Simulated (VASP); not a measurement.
Computed with LDA (Ceperley-Alder, Perdew-Zunger), VASP's LDA PAW potentials (set 64) (plane waves; VASP 6.6.1).

Input for VASP

**INCAR**
```
ALGO = Normal
EDIFF = 1E-7
ENCUT = 400
ISIF = 2
ISMEAR = -5
LASPH = .TRUE.
LCHARG = .TRUE.
LMAXMIX = 4
LORBIT = 11
LREAL = .FALSE.
LWAVE = .FALSE.
NEDOS = 601
NELM = 100
PREC = Accurate
SYSTEM = SiNi2
```

POSCAR:
```
SiNi2
1.0
  3.8330323314   0.0000000000   0.0000000000
 -1.9165161657   3.3195037225   0.0000000000
  0.0000000000   0.0000000000   4.8718425561
Si Ni
2 4
Cartesian
  1.9165180822   1.1065001343   1.2179606390
 -0.0000019165   2.2130035882   3.6538819171
 -0.0000019165   2.2130035882   1.2179606390
  1.9165180822   1.1065001343   3.6538819171
  0.0000000000   0.0000000000   2.4359212780
  0.0000000000   0.0000000000   0.0000000000
```

### KPOINTS
```
kpoints
0
Gamma
 10 10 7
```

POTCAR, in this order: Si Ni (LDA.64 set). Program: vasp_std.

What VASP printed:

**OSZICAR**
```
       N       E                     dE             d eps       ncg     rms          rms(c)
DAV:   1     0.291149174996E+03    0.29115E+03   -0.17995E+04  3144   0.185E+03
DAV:   2    -0.231093008736E+02   -0.31426E+03   -0.30464E+03  3136   0.389E+02
DAV:   3    -0.461115557666E+02   -0.23002E+02   -0.21600E+02  3368   0.132E+02
DAV:   4    -0.470497840408E+02   -0.93823E+00   -0.92719E+00  3784   0.248E+01
DAV:   5    -0.470856685732E+02   -0.35885E-01   -0.35907E-01  3944   0.453E+00    0.249E+01
DAV:   6    -0.478387654537E+02   -0.75310E+00   -0.10479E+02  3916   0.148E+02    0.227E+01
DAV:   7    -0.421325137425E+02    0.57063E+01   -0.30228E+01  3788   0.133E+02    0.103E+01
DAV:   8    -0.422951297361E+02   -0.16262E+00   -0.11579E+01  3856   0.833E+01    0.760E+00
DAV:   9    -0.419643600512E+02    0.33077E+00   -0.25498E+00  4256   0.441E+01    0.284E+00
DAV:  10    -0.418922052780E+02    0.72155E-01   -0.54440E-01  3764   0.113E+01    0.941E-01
DAV:  11    -0.418924107221E+02   -0.20544E-03   -0.41069E-02  3824   0.239E+00    0.757E-01
DAV:  12    -0.418915176933E+02    0.89303E-03   -0.37022E-03  4472   0.127E+00    0.465E-01
DAV:  13    -0.418905724082E+02    0.94529E-03   -0.21327E-03  4868   0.107E+00    0.210E-01
DAV:  14    -0.418904759436E+02    0.96465E-04   -0.82662E-04  4580   0.349E-01    0.141E-01
DAV:  15    -0.418904656403E+02    0.10303E-04   -0.78024E-05  3400   0.131E-01    0.114E-01
DAV:  16    -0.418904490225E+02    0.16618E-04   -0.10512E-05  4868   0.605E-02    0.735E-02
DAV:  17    -0.418904300779E+02    0.18945E-04   -0.36140E-05  4176   0.115E-01    0.196E-02
DAV:  18    -0.418904277440E+02    0.23339E-05   -0.31544E-06  3768   0.216E-02    0.865E-03
DAV:  19    -0.418904285966E+02   -0.85263E-06   -0.98769E-07  3992   0.152E-02    0.352E-03
DAV:  20    -0.418904274448E+02    0.11519E-05   -0.14527E-07  1760   0.835E-03    0.150E-03
DAV:  21    -0.418904271847E+02    0.26010E-06   -0.49925E-08  1712   0.198E-03    0.463E-04
DAV:  22    -0.418904272887E+02   -0.10400E-06   -0.19185E-08  1680   0.195E-03    0.890E-04
DAV:  23    -0.418904272918E+02   -0.31514E-08   -0.44680E-09  1688   0.529E-04
   1 F= -.41890427E+02 E0= -.41890427E+02  d E =0.000000E+00
```

OUTCAR:
```
------------------------ aborting loop because EDIFF is reached ----------------------------------------
  FORCE on cell =-STRESS in cart. coord.  units (eV):
  Direction    XX          YY          ZZ          XY          YZ          ZX
  --------------------------------------------------------------------------------------
  Total       -0.0458949     -0.0458949     -0.1507947      0.0000000      0.0000000     -0.0000000
  in kB       -1.1862211     -1.1862214     -3.8975152      0.0000000      0.0000000     -0.0000000
  external PRESSURE =      -2.0899859 kB  Pullay stress =       0.0000000 kB
  volume of cell :       61.99
      direct lattice vectors                 reciprocal lattice vectors
     3.833032331  0.000000000  0.000000000     0.260890051  0.150624925  0.000000000
    -1.916516166  3.319503722  0.000000000     0.000000000  0.301249850  0.000000000
     0.000000000  0.000000000  4.871842556     0.000000000  0.000000000  0.205261149
 POSITION                                       TOTAL-FORCE (eV/Angst)
 -----------------------------------------------------------------------------------
      1.91652      1.10650      1.21796        -0.000000      0.000000      0.000000
     -0.00000      2.21300      3.65388        -0.000000     -0.000000      0.000000
     -0.00000      2.21300      1.21796        -0.000000      0.000000      0.000000
      1.91652      1.10650      3.65388         0.000000      0.000000      0.000000
      0.00000      0.00000      2.43592        -0.000000      0.000000      0.000000
      0.00000      0.00000      0.00000        -0.000000      0.000000      0.000000
 -----------------------------------------------------------------------------------
    total drift:                                0.000040     -0.000023      0.000031
  FREE ENERGIE OF THE ION-ELECTRON SYSTEM (eV)
  ---------------------------------------------------
  free  energy   TOTEN  =       -41.8904272918 eV

  energy  without entropy=      -41.8904272918  energy(sigma->0) =      -41.89042729

 total charge

# of ion       s       p       d       tot
------------------------------------------
    1        0.729   0.906   0.000   1.635
    2        0.729   0.906   0.000   1.635
    3        0.540   0.670   8.567   9.777
    4        0.540   0.670   8.567   9.777
    5        0.458   0.595   8.475   9.528
    6        0.458   0.595   8.475   9.528
--------------------------------------------------
tot          3.453   4.343  34.084  41.880
```
(Selected blocks of OUTCAR.)

For a metal the tetrahedron method with Blöchl corrections gives inexact stress and forces.

The structure comes from a computed database's SiNi2 entry (P6_3/mmc); how it stands against other phases isn't given here. It was relaxed first. The run is not spin-polarised, so no magnetic state was tried.
